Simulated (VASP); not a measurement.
Input:

```xyz
2
Lattice="0.0000 2.1838 2.1838 2.1838 0.0000 2.1838 2.1838 2.1838 0.0000" Properties=species:S:1:pos:R:3 pbc="T T T"
Al     0.0000     0.0000     0.0000
N      1.0919     1.0919     1.0919
```

Calculation: r2SCAN meta-GGA, VASP's PBE PAW potentials (set 64) (plane waves; VASP). Numerical set-up: 600 eV cut-off, 10×10×10 Γ-centred mesh, Gaussian smearing of 0.050 eV, potentials Al N.

Stress in GPa, positive for a compressed cell; the cube axes lie along x, y and z, and the ions stay on their sites.

| strain | σxx | σyy | σzz |
|---|---|---|---|
| none | -0.02 | -0.02 | -0.02 |
| εzz = +1.5 % | -2.34 | -2.34 | -4.65 |
| εxx = -1.0 %, εyy = -1.0 %, εzz = -1.0 % | 6.77 | 6.77 | 6.77 |
| εxx = -1.0 %, εyy = -1.0 % | 4.91 | 4.91 | 3.41 |
| εyy = +0.5 % | -0.82 | -1.57 | -0.82 |

### Question
Fit C11 and C12 to these rows, and predict the stress for εxx = -4.0 %, εyy = -4.0 %.

### Answer
Least squares on Δσ_i = −C11 ε_i − C12 (ε_j + ε_k) over all components shown gives C11 = 324 GPa and C12 = 171 GPa, and so σxx, σyy, σzz = 19.76, 19.76, 13.66 GPa. The run gave 22.28, 22.28, 15.82 GPa; the difference holds the non-linear terms and numerical noise.

Left out are shears, moved atoms, failed runs and, from the fit, strains over 2.5 %.

The compound is AlN in the zinc blende structure, a metastable form; wurtzite is the usual one.
